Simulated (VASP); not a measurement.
All values below come from PBE GGA, VASP's PBE PAW potentials (set 64) (plane waves; VASP).

A VASP calculation is set up with these files.

INCAR:
```
SYSTEM = Hf
PREC = Accurate
ENCUT = 300
EDIFF = 1E-6
NELM = 100
ALGO = Normal
LREAL = .FALSE.
LASPH = .TRUE.
ISMEAR = -1
SIGMA = 0.1
GGA = PE
LMAXMIX = 6
LWAVE = .FALSE.
LCHARG = .FALSE.
ISIF = 2
```

**KPOINTS**
```
kpoints
0
G
12 12 7
0 0 0
```

POSCAR:
```
Hf
1
    1.5631000000    -2.7073690000     0.0000000000
    1.5631000000     2.7073690000     0.0000000000
    0.0000000000     0.0000000000     4.9490000000
Hf
2
Direct
  0.3333330000   0.6666670000   0.2500000000
  0.6666670000   0.3333330000   0.7500000000
```

POTCAR, in this order: Hf_pv (PBE.64 set). Program: vasp_std.

At this cut-off the stress carries a Pulay error, which pulls relaxed volumes low. Unless said otherwise, spin-orbit coupling is left out, though it shifts the bands of the heavy elements here.

Estimate the energy per atom (σ→0), pressure, band gap (on the k-mesh).

| Item | Value |
|---|---|
| energy per atom (σ→0) | -9882 meV/atom |
| band gap (on the k-mesh) | none (metal, semimetal or under 0.01 eV) |
| pressure | 8.17 GPa |

File OSZICAR:
```
...
DAV:   6    -0.199658680168E+02    0.46839E+00   -0.42290E-01  2272   0.511E+00    0.404E+01
DAV:   7    -0.197988638738E+02    0.16700E+00   -0.71634E-01  2284   0.639E+00    0.198E+00
DAV:   8    -0.197906123242E+02    0.82515E-02   -0.46810E-02  2368   0.168E+00    0.228E-01
DAV:   9    -0.197907076102E+02   -0.95286E-04   -0.10061E-03  2968   0.249E-01    0.200E-01
DAV:  10    -0.197906995892E+02    0.80210E-05   -0.72936E-05  2392   0.696E-02    0.350E-01
DAV:  11    -0.197907000595E+02   -0.47032E-06   -0.14886E-05  2614   0.303E-02    0.183E-02
DAV:  12    -0.197907006868E+02   -0.62727E-06   -0.83699E-07  1658   0.773E-03
   1 F= -.19790701E+02 E0= -.19763642E+02  d E =-.541166E-01
```

The structure is a typed Hf crystal (P6_3/mmc). The cell was not relaxed at this level, and its volume differs by -5.9 % from the start's.
